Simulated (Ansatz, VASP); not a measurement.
# Al2P22Pb3O61 (amorphous 73P2O5-20PbO-7Al2O3 (mol %)) in two plane-wave programs, part 3 of 3

Aim: how closely do two programs agree when they are given the same cell, functional and k mesh? Of the first pair: The structure shown is the start of the Ansatz relaxation below; VASP solves that cell, so the two are compared at the walk's first step.

VASP 6.6.1 and Ansatz 0.2.0.

So far. Step 3 (VASP: single point, LDA, start cell, pair 1): The run ends at a pressure of -9.51 GPa, with forces up to 5.8 eV/Å.

## 6. VASP: single point, LDA, relaxed cell, pair 2

Level of this step: LDA; plane waves and PAW (P, Pb_d, Al, O) (VASP).

The same cell, functional (in two slightly different forms), mesh and smearing now go to VASP, with its own data sets.

INCAR reads:

```
SYSTEM = Al2P22Pb3O61
PREC = Accurate
ENCUT = 600
EDIFF = 1E-06
NELM = 120
ISMEAR = 0
SIGMA = 0.025
LREAL = Auto
ALGO = Normal
GGA = PW92
NBANDS = 328
LORBIT = 11
LWAVE = .FALSE.
LCHARG = .FALSE.
ISIF = 2
LASPH = .TRUE.
GGA_COMPAT = .FALSE.
EFERMI = MIDGAP
NCORE = 2
```

POSCAR reads:

```
Al2P22Pb3O61
1.0
   10.4012790000      0.3344220000      0.1555720000
    0.3344220000     10.5185600000     -0.5511830000
    0.1555720000     -0.5511830000     10.2150140000
P Pb Al O
22 3 2 61
Direct
    0.2681700000      0.8297000000      0.5534200000
    0.4640400000      0.1231200000      0.2602300000
    0.1196400000      0.5937300000      0.5428400000
    0.1498400000      0.0960300000      0.7740800000
    0.9807600000      0.3764700000      0.6138300000
    0.1010600000      0.6841400000      0.2729600000
    0.6885500000      0.4115900000      0.6509500000
    0.0824300000      0.3619900000      0.8782100000
    0.4813600000      0.8715000000      0.3681600000
    0.1146400000      0.0555100000      0.1583200000
    0.1122000000      0.6923100000      0.8239300000
    0.3754700000      0.6751500000      0.1659600000
    0.4018900000      0.6038700000      0.7998600000
    0.6726200000      0.2737200000      0.8834000000
    0.7283900000      0.0017800000      0.7817700000
    0.7229600000      0.7447300000      0.4479800000
    0.7863400000      0.7220800000      0.0068000000
    0.3628200000      0.4395600000      0.5445300000
    0.9578900000      0.9141500000      0.9547000000
    0.2423500000      0.2863200000      0.2037900000
    0.9373500000      0.4986900000      0.1224600000
    0.3855100000      0.1829000000      0.6734500000
    0.6193900000      0.4307300000      0.2895500000
    0.3901100000      0.9276100000      0.9630700000
    0.9673500000      0.9972200000      0.4820300000
    0.6591300000      0.7156800000      0.7502500000
    0.3916300000      0.3548100000      0.9462600000
    0.8568100000      0.9709500000      0.8715100000
    0.0602500000      0.2198700000      0.8453300000
    0.4113800000      0.8180600000      0.4818100000
    0.0593200000      0.6157700000      0.9187000000
    0.8032400000      0.3071200000      0.9126900000
    0.8500400000      0.8012300000      0.4524300000
    0.5632400000      0.3252300000      0.9782200000
    0.4724900000      0.0796000000      0.6114900000
    0.0106600000      0.0243700000      0.0385900000
    0.6458500000      0.8926300000      0.8002500000
    0.1672100000      0.3850600000      0.2887000000
    0.4072300000      0.4597300000      0.4126300000
    0.5620600000      0.2045600000      0.3174300000
    0.0387300000      0.8078900000      0.2566300000
    0.6640900000      0.7322800000      0.5837500000
    0.4393900000      0.0105700000      0.3560600000
    0.2868800000      0.8731400000      0.6918000000
    0.0666200000      0.6325200000      0.4094300000
    0.4208900000      0.5061400000      0.8919800000
    0.1531700000      0.1910600000      0.1194800000
    0.4190200000      0.5340200000      0.6555200000
    0.2276000000      0.0578700000      0.8843300000
    0.2612100000      0.6700100000      0.8027300000
    0.4820800000      0.0620700000      0.1225000000
    0.2104300000      0.4707100000      0.5676100000
    0.6593300000      0.1205300000      0.8678200000
    0.2189100000      0.3907600000      0.8908500000
    0.6244200000      0.8609000000      0.3925700000
    0.4928500000      0.7085100000      0.8075500000
    0.8991900000      0.8211600000      0.0426800000
    0.6346900000      0.3100000000      0.7383500000
    0.6785100000      0.5391000000      0.7311500000
    0.8460600000      0.5951400000      0.0573100000
    0.0633100000      0.6778600000      0.6791700000
    0.3372200000      0.3240600000      0.1017900000
    0.2253100000      0.9595500000      0.1324600000
    0.7039000000      0.6305500000      0.3531000000
    0.0204500000      0.4249400000      0.7609700000
    0.1787100000      0.8942400000      0.4671900000
    0.3226700000      0.1917300000      0.2876700000
    0.4436400000      0.7955800000      0.2400000000
    0.7944400000      0.7045800000      0.8579900000
    0.3791900000      0.3043200000      0.5864100000
    0.4086400000      0.2343400000      0.8127800000
    0.2455300000      0.6786900000      0.5361300000
    0.8349900000      0.3618100000      0.6311200000
    0.3312000000      0.7211800000      0.0419200000
    0.0024700000      0.4035500000      0.0069600000
    0.6294500000      0.3979600000      0.5217000000
    0.2371600000      0.1555000000      0.6689500000
    0.4599700000      0.5585900000      0.1691300000
    0.0360900000      0.0752000000      0.2810400000
    0.7779400000      0.0285100000      0.6534700000
    0.2509400000      0.6644700000      0.2627600000
    0.9923000000      0.5034000000      0.5494100000
    0.0455200000      0.2582800000      0.5524100000
    0.0553100000      0.5743300000      0.1709100000
    0.6645700000      0.7675600000      0.0741200000
    0.0735100000      0.8398300000      0.8694500000
    0.0540900000      0.0185700000      0.7058200000
    0.8708000000      0.4307300000      0.2172700000
```

KPOINTS reads:

```
Automatic mesh
0
Gamma
1 1 1
0 0 0
```

PAW data sets: P, Pb_d, Al and O (LDA family, release 64).

The run is started by

```bash
> mpirun -np 8 vasp_gam
```

Numbers of over 12 decimals in the logs are rounded to 6 here.

The program printed:

```text
[banner, memory and clock lines left out]
running    8 mpi-ranks, on    1 nodes
[...]
[... a notice as in an earlier step ...]

 LDA part: xc-table for (Slater(with rela. corr.)+PW92), standard interpolation
 POSCAR, INCAR and KPOINTS ok, starting setup
[...]
entering main loop
       N       E                     dE             d eps       ncg     rms          rms(c)
DAV:   1     0.672149082156E+04    0.67215E+04   -0.32779E+05   656   0.187E+03
DAV:   2     0.130721410882E+03   -0.65908E+04   -0.62440E+04   768   0.474E+02
DAV:   3    -0.724178050046E+03   -0.85490E+03   -0.83257E+03   744   0.193E+02
DAV:   4    -0.779721816458E+03   -0.55544E+02   -0.55122E+02   952   0.537E+01
[...]
DAV:  16    -0.686919902049E+03    0.75680E-05   -0.29131E-05   904   0.235E-02    0.101E-02
DAV:  17    -0.686919901217E+03    0.83227E-06   -0.17024E-05   856   0.139E-02    0.764E-03
DAV:  18    -0.686919900763E+03    0.45390E-06   -0.35573E-06   624   0.601E-03
   1 F= -.68691990E+03 E0= -.68691990E+03  d E =0.000000E+00
```

Parts of OUTCAR (step 6):

```text
  Total       -8.9678609     -8.7616104     -9.1294865      0.1377466      0.0823480      0.1106718
  in kB      -12.9096440    -12.6127371    -13.1423115      0.1982924      0.1185437      0.1593171
  external PRESSURE =     -12.8882309 kB  Pullay stress =       0.0000000 kB

 POSITION                                       TOTAL-FORCE (eV/Angst)
 -----------------------------------------------------------------------------------
      3.15288      8.51190      5.23760         0.056419      0.000003     -0.018195
      4.90827      1.30680      2.66258         0.043497      0.000676      0.020261
      1.52742      5.98599      5.23648        -0.104027      0.009732     -0.054504
      1.71107      0.63355      7.87762        -0.059224     -0.041099      0.041214
     10.42255      3.94958      6.21536        -0.063368     -0.043051     -0.019735
      1.32241      7.07951      2.42693        -0.053743     -0.006748      0.003623
      7.40071      4.20081      6.52972         0.016167     -0.005903     -0.015409
      1.11506      3.35113      8.78423        -0.050109      0.023039      0.091435
      5.35548      9.12498      3.35529        -0.000841      0.054543     -0.006461
      1.23560      0.53496      1.60448        -0.063330     -0.041465      0.047298
      1.52673      6.86549      8.05232         0.037103      0.003297      0.040462
[...]
6.63154      4.57820      2.81671         0.000251     -0.007769     -0.015161
      4.51768      9.35675      9.38718         0.014016     -0.003066     -0.017096
[...]
-----------------------------------------------------------------------------------
    total drift:                               -0.012023     -0.036238     -0.018243

  FREE ENERGIE OF THE ION-ELECTRON SYSTEM (eV)
  ---------------------------------------------------
  free  energy   TOTEN  =      -686.9199007627 eV

  energy  without entropy=     -686.9199007627  energy(sigma->0) =     -686.91990076

[... 1 part as in an earlier step ...]

[... 2 further parts left out ...]
[key lines of the parts left out:]
E-fermi :   4.1297
```

The run ends at a pressure of -1.29 GPa, with forces up to 0.26 eV/Å.

## 7. Differences

What differs besides the data sets and the points named for the pairs above, as far as they apply: the cutoff is 420 eV in Ansatz and 600 eV in VASP (PREC = Accurate, projectors in real space). Total energies have different zeros and are not compared.

Compared:

```csv
quantity,Ansatz,VASP,difference
pressure (GPa),0.00,-1.29,+1.29
gap on the k mesh (eV),4.271,4.183,+0.088
```

Forces on 7 of the 88 atoms, those with the largest forces and the largest differences (eV/Å; atoms numbered as in POSCAR):

```csv
atom,"Ansatz x, y, z","VASP x, y, z"
O39,"0.001, -0.007, 0.005","-0.047, -0.047, 0.165"
O42,"-0.001, 0.001, 0.014","0.080, 0.037, -0.189"
O46,"-0.002, 0.021, -0.011","-0.044, 0.178, -0.179"
O56,"0.009, 0.001, -0.003","-0.096, -0.145, -0.014"
O59,"0.001, -0.006, -0.003","0.004, -0.164, -0.102"
O62,"0.009, 0.005, -0.012","-0.135, -0.068, 0.134"
O71,"0.005, -0.002, 0.012","-0.043, -0.062, -0.193"
```

The forces differ by 74 meV/Å r.m.s., where the r.m.s. force is 0.008 eV/Å in Ansatz and 0.074 eV/Å in VASP: the atoms lie near their places of rest in Ansatz, so a percentage would say little (all taken over all components). A gap on the mesh is an upper bound, since the band edges may lie between its points; neither run holds spin-orbit coupling, which can move the band edges of a compound of Pb.

## 8. What came out

```
r.m.s. force difference (single point, LDA, start cell, pair 1)           : 3.7 % of the r.m.s. force
r.m.s. force difference (single point, LDA, relaxed cell, pair 2)         : 74 meV/Å
difference in pressure (single point, LDA, relaxed cell, pair 2)          : 1.3 GPa
difference in gap on the k mesh (single point, LDA, relaxed cell, pair 2) : 0.088 eV
```

In words: The r.m.s. force difference is 74 meV/Å (single point, LDA, relaxed cell, pair 2), beyond the 12 meV/Å picked in this series as the mark of a large difference. What causes the difference of the single point, LDA, start cell, pair 1 pair stays open here. By the marks of this series, far apart in the single point, LDA, relaxed cell, pair 2 pair: the r.m.s. force difference, 74 meV/Å, the difference in pressure, 1.3 GPa and the difference in gap on the k mesh, 0.088 eV. What causes the difference of the single point, LDA, relaxed cell, pair 2 pair stays open here. How closely two codes agree says nothing of how well the functional describes the real material.

[Lines on the potential files, build, host, timing and source positions are cut from VASP's logs without a mark.]

[Logs are printed without paths, hosts, clocks, repeated set-up lines and the standing remarks that a program may print on its own settings, such as how far it seeks lower states.]

[Hosts, paths, dates, database ids (printed as entryN), source tags and the programs' standing remarks are cut or masked in the printed files.]
